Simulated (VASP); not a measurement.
OSZICAR of a VASP run on Tb (space group P6_3/mmc):

OSZICAR:
```
       N       E                     dE             d eps       ncg     rms          rms(c)
DAV:   1     0.117650530723E+04    0.11765E+04   -0.24376E+04  2772   0.234E+03
DAV:   2     0.361988783290E+03   -0.81452E+03   -0.65415E+03  2854   0.423E+02
DAV:   3     0.225573960533E+02   -0.33943E+03   -0.31702E+03  2636   0.194E+02
DAV:   4    -0.414502396071E+02   -0.64008E+02   -0.60475E+02  3864   0.789E+01
DAV:   5    -0.495597037792E+02   -0.81095E+01   -0.78149E+01  4394   0.316E+01    0.116E+02
DAV:   6    -0.149162987385E+03   -0.99603E+02   -0.23216E+02  2760   0.165E+02    0.311E+02
DAV:   7    -0.114337962731E+03    0.34825E+02   -0.59392E+01  3220   0.337E+01    0.258E+02
DAV:   8    -0.123985022100E+03   -0.96471E+01   -0.80334E+01  2856   0.362E+01    0.252E+02
DAV:   9    -0.101077885704E+03    0.22907E+02   -0.87851E+00  3438   0.131E+01    0.201E+02
DAV:  10    -0.156964361375E+03   -0.55886E+02   -0.14636E+02  3170   0.385E+01    0.250E+02
DAV:  11    -0.915524836862E+02    0.65412E+02   -0.38806E+01  3052   0.295E+01    0.236E+02
DAV:  12    -0.640899756453E+02    0.27463E+02   -0.49736E+01  3674   0.276E+01    0.109E+02
DAV:  13    -0.627093606270E+02    0.13806E+01   -0.14744E+01  3116   0.355E+01    0.155E+02
DAV:  14    -0.659790293609E+02   -0.32697E+01   -0.42222E+01  3582   0.264E+01    0.121E+02
DAV:  15    -0.640350563537E+02    0.19440E+01   -0.30261E+00  3844   0.180E+01    0.120E+02
DAV:  16    -0.609745336345E+02    0.30605E+01   -0.53302E+00  3674   0.133E+01    0.955E+01
DAV:  17    -0.609863263253E+02   -0.11793E-01   -0.24623E+00  3894   0.116E+01    0.856E+01
DAV:  18    -0.601626978609E+02    0.82363E+00   -0.74406E-01  4138   0.425E+00    0.794E+01
DAV:  19    -0.598341222154E+02    0.32858E+00   -0.45509E-01  3720   0.387E+00    0.662E+01
DAV:  20    -0.605662449026E+02   -0.73212E+00   -0.68253E-01  4118   0.367E+00    0.611E+01
DAV:  21    -0.599784956900E+02    0.58775E+00   -0.50650E-01  3726   0.467E+00    0.515E+01
DAV:  22    -0.596610707988E+02    0.31742E+00   -0.23253E-01  4024   0.686E+00    0.509E+01
DAV:  23    -0.595082345854E+02    0.15284E+00   -0.11997E-01  4104   0.184E+00    0.497E+01
DAV:  24    -0.594601491586E+02    0.48085E-01   -0.46273E-02  3936   0.142E+00    0.485E+01
DAV:  25    -0.591522337122E+02    0.30792E+00   -0.82958E-02  3636   0.245E+00    0.500E+01
DAV:  26    -0.581892653323E+02    0.96297E+00   -0.79536E-01  3494   0.861E+00    0.457E+01
DAV:  27    -0.580428939801E+02    0.14637E+00   -0.15898E+00  3382   0.715E+00    0.357E+01
DAV:  28    -0.579096164658E+02    0.13328E+00   -0.16453E-01  3788   0.208E+00    0.343E+01
DAV:  29    -0.578631517549E+02    0.46465E-01   -0.21917E-02  4256   0.614E-01    0.337E+01
DAV:  30    -0.578569899676E+02    0.61618E-02   -0.22854E-03  4112   0.219E-01    0.337E+01
DAV:  31    -0.577042085694E+02    0.15278E+00   -0.50927E-02  3376   0.185E+00    0.323E+01
DAV:  32    -0.567851994884E+02    0.91901E+00   -0.21039E-01  3280   0.656E+00    0.301E+01
DAV:  33    -0.564759832108E+02    0.30922E+00   -0.20041E-01  3598   0.411E+00    0.268E+01
DAV:  34    -0.563805453328E+02    0.95438E-01   -0.10203E-01  3930   0.469E+00    0.248E+01
DAV:  35    -0.563783440961E+02    0.22012E-02   -0.54255E-02  3984   0.105E+00    0.239E+01
DAV:  36    -0.563843201242E+02   -0.59760E-02   -0.47664E-03  4000   0.801E-01    0.239E+01
DAV:  37    -0.563053263409E+02    0.78994E-01   -0.25869E-01  3338   0.570E+00    0.234E+01
DAV:  38    -0.563397664734E+02   -0.34440E-01   -0.34965E-02  3592   0.130E+00    0.233E+01
DAV:  39    -0.563332409013E+02    0.65256E-02   -0.93127E-03  4200   0.451E-01    0.232E+01
DAV:  40    -0.563270116613E+02    0.62292E-02   -0.10582E-03  4008   0.306E-01    0.231E+01
DAV:  41    -0.563275343749E+02   -0.52271E-03   -0.46039E-04  4248   0.846E-02    0.232E+01
DAV:  42    -0.563040669486E+02    0.23467E-01   -0.10914E-02  3724   0.160E+00    0.234E+01
DAV:  43    -0.562069167648E+02    0.97150E-01   -0.53390E-02  3364   0.166E+00    0.251E+01
DAV:  44    -0.561940237091E+02    0.12893E-01   -0.10737E-02  3348   0.590E-01    0.249E+01
DAV:  45    -0.561683220594E+02    0.25702E-01   -0.38996E-03  3850   0.606E-01    0.252E+01
DAV:  46    -0.561428564614E+02    0.25466E-01   -0.36374E-03  4082   0.772E-01    0.250E+01
DAV:  47    -0.561345064796E+02    0.83500E-02   -0.68450E-03  4050   0.601E-01    0.256E+01
DAV:  48    -0.560564524280E+02    0.78054E-01   -0.13306E-02  3776   0.119E+00    0.255E+01
DAV:  49    -0.560745514585E+02   -0.18099E-01   -0.56892E-02  3760   0.165E+00    0.240E+01
DAV:  50    -0.560422812495E+02    0.32270E-01   -0.11515E-01  3714   0.368E+00    0.246E+01
DAV:  51    -0.562696093043E+02   -0.22733E+00   -0.29217E+00  3792   0.177E+01    0.631E+01
DAV:  52    -0.569954309956E+02   -0.72582E+00   -0.12688E+00  3752   0.537E+00    0.552E+01
DAV:  53    -0.572178809548E+02   -0.22245E+00   -0.15590E-01  3942   0.251E+00    0.575E+01
DAV:  54    -0.572844538645E+02   -0.66573E-01   -0.68848E-02  3824   0.112E+00    0.590E+01
DAV:  55    -0.574434956764E+02   -0.15904E+00   -0.23612E-02  3916   0.820E-01    0.610E+01
DAV:  56    -0.577326305823E+02   -0.28913E+00   -0.25362E+00  3708   0.141E+01    0.803E+01
DAV:  57    -0.571777584932E+02    0.55487E+00   -0.55844E+00  3740   0.122E+01    0.421E+01
DAV:  58    -0.572508361214E+02   -0.73078E-01   -0.14886E+00  3912   0.512E+00    0.436E+01
DAV:  59    -0.574306165443E+02   -0.17978E+00   -0.24836E-01  4168   0.213E+00    0.452E+01
DAV:  60    -0.574529589915E+02   -0.22342E-01   -0.45832E-02  3900   0.183E+00    0.443E+01
DAV:  61    -0.577092051406E+02   -0.25625E+00   -0.32460E-01  3624   0.785E+00    0.492E+01
DAV:  62    -0.574167404860E+02    0.29246E+00   -0.48320E-01  3938   0.428E+00    0.452E+01
DAV:  63    -0.573889760533E+02    0.27764E-01   -0.42098E-01  3722   0.612E+00    0.445E+01
DAV:  64    -0.573780361200E+02    0.10940E-01   -0.14158E-01  3806   0.162E+00    0.435E+01
DAV:  65    -0.576060068253E+02   -0.22797E+00   -0.41410E-01  3964   0.409E+00    0.492E+01
DAV:  66    -0.573693969964E+02    0.23661E+00   -0.23303E+00  3430   0.166E+01    0.302E+01
DAV:  67    -0.573470236723E+02    0.22373E-01   -0.63925E-01  3664   0.673E+00    0.342E+01
DAV:  68    -0.574708806816E+02   -0.12386E+00   -0.29284E-01  3796   0.305E+00    0.402E+01
DAV:  69    -0.575361321245E+02   -0.65251E-01   -0.11465E-01  3924   0.197E+00    0.413E+01
DAV:  70    -0.577742358648E+02   -0.23810E+00   -0.21117E-01  3820   0.247E+00    0.487E+01
DAV:  71    -0.561895908274E+02    0.15846E+01   -0.23194E+00  3634   0.138E+01    0.382E+01
DAV:  72    -0.561248549913E+02    0.64736E-01   -0.98204E-01  3516   0.607E+00    0.370E+01
DAV:  73    -0.557155467460E+02    0.40931E+00   -0.15982E-01  4116   0.434E+00    0.394E+01
DAV:  74    -0.555356033733E+02    0.17994E+00   -0.32692E-01  3782   0.512E+00    0.360E+01
DAV:  75    -0.558474898024E+02   -0.31189E+00   -0.45595E-01  3638   0.685E+00    0.451E+01
DAV:  76    -0.573270478508E+02   -0.14796E+01   -0.18798E+00  3828   0.898E+00    0.437E+01
DAV:  77    -0.573405683297E+02   -0.13520E-01   -0.31631E-01  3808   0.441E+00    0.428E+01
DAV:  78    -0.571649447270E+02    0.17562E+00   -0.85999E-02  4306   0.144E+00    0.420E+01
DAV:  79    -0.570155371316E+02    0.14941E+00   -0.17269E-02  4254   0.842E-01    0.418E+01
DAV:  80    -0.569777044140E+02    0.37833E-01   -0.83854E-03  4304   0.331E-01    0.416E+01
DAV:  81    -0.556618530362E+02    0.13159E+01   -0.14096E+00  3526   0.784E+00    0.224E+01
DAV:  82    -0.557087967324E+02   -0.46944E-01   -0.29877E-01  3528   0.365E+00    0.178E+01
DAV:  83    -0.558758256419E+02   -0.16703E+00   -0.47484E-01  3780   0.373E+00    0.212E+01
DAV:  84    -0.557016419424E+02    0.17418E+00   -0.21224E-01  3706   0.323E+00    0.236E+01
DAV:  85    -0.550382543030E+02    0.66339E+00   -0.15770E-01  3754   0.386E+00    0.229E+01
DAV:  86    -0.554055478464E+02   -0.36729E+00   -0.13714E-01  3588   0.287E+00    0.221E+01
DAV:  87    -0.552935349269E+02    0.11201E+00   -0.55838E-02  4088   0.109E+00    0.218E+01
DAV:  88    -0.554324639332E+02   -0.13893E+00   -0.44431E-02  3498   0.231E+00    0.212E+01
DAV:  89    -0.552139233496E+02    0.21854E+00   -0.36449E-02  3498   0.230E+00    0.214E+01
DAV:  90    -0.545499646043E+02    0.66396E+00   -0.12177E-01  3500   0.451E+00    0.218E+01
DAV:  91    -0.540716678111E+02    0.47830E+00   -0.21745E-01  3820   0.603E+00    0.306E+01
DAV:  92    -0.552806768856E+02   -0.12090E+01   -0.46979E-01  3650   0.369E+00    0.420E+01
DAV:  93    -0.554456654766E+02   -0.16499E+00   -0.28189E-01  3408   0.209E+00    0.465E+01
DAV:  94    -0.542881395147E+02    0.11575E+01   -0.10328E-01  3842   0.262E+00    0.439E+01
DAV:  95    -0.555855189710E+02   -0.12974E+01   -0.20758E-01  3352   0.411E+00    0.433E+01
DAV:  96    -0.544024881799E+02    0.11830E+01   -0.58478E+00  3442   0.242E+01    0.427E+01
DAV:  97    -0.581258930874E+02   -0.37234E+01   -0.23639E+00  3248   0.863E+00    0.347E+01
DAV:  98    -0.578554417249E+02    0.27045E+00   -0.43833E-01  3544   0.432E+00    0.341E+01
DAV:  99    -0.579724353064E+02   -0.11699E+00   -0.24882E-01  3914   0.328E+00    0.365E+01
DAV: 100    -0.582032900161E+02   -0.23085E+00   -0.76644E-02  4018   0.219E+00
   1 F= -.58203290E+02 E0= -.58201862E+02  d E =-.428300E-02  mag=    37.0479
```

Which electronic solver shows in the log?

It is blocked Davidson (ALGO = Normal, or the opening steps of other solvers). The INCAR had ALGO = Normal.

How was spin treated?

Collinear spin (ISPIN = 2): the summary line carries one mag value, 37.05 μB in the cell.

Can the final energy be trusted as converged?

The run did not converge; its last values are not results. It stopped with EDIFF = 1E-6, NELM = 100 (PBE GGA, plane waves, VASP's PBE PAW potentials (set 64)).  The run has a spin-polarised start.

The structure comes from a computed database's Tb entry; how it stands against other phases isn't given here. The cell was not relaxed at this level. The k-mesh is coarse (spacing up to 0.35 per Å, 2π included), so the numbers may not be converged in it.
